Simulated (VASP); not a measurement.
The system is BeP.

```
Be P
1.0
     0.00000    3.24725    0.00000
     3.24725    0.00000    0.00000
     1.62362    1.62362   -2.52719
Be P
1 1
Direct
  0.00000 0.00000 0.00000
  0.42800 0.42800 0.14400
```

The cell was built by a generator and needn't be a form met in nature.

Base run:

```yaml
Program: VASP 6.6.1
Functional: r2SCAN
Potentials_or_basis: VASP PAW PBE potentials, release 64 (Be, P)
Cutoff: 520 eV
k_mesh: 7 × 7 × 7
Occupations: fermi-dirac, width 0.1 eV
Spin: no spin polarisation
```

Its results: band gap on the k mesh none (metal or under the smearing width); pressure -3.7 GPa; largest force 0.062 eV/Å.

Question: The run is repeated on the same cell with these changes: functional from r2SCAN to revPBE. What comes out?

Answer: Band gap on the k mesh none (metal or under the smearing width); pressure -2.7 GPa; largest force 0.177 eV/Å.

Caveats: the PAW data sets were made with another functional, which shifts forces and pressure a little.
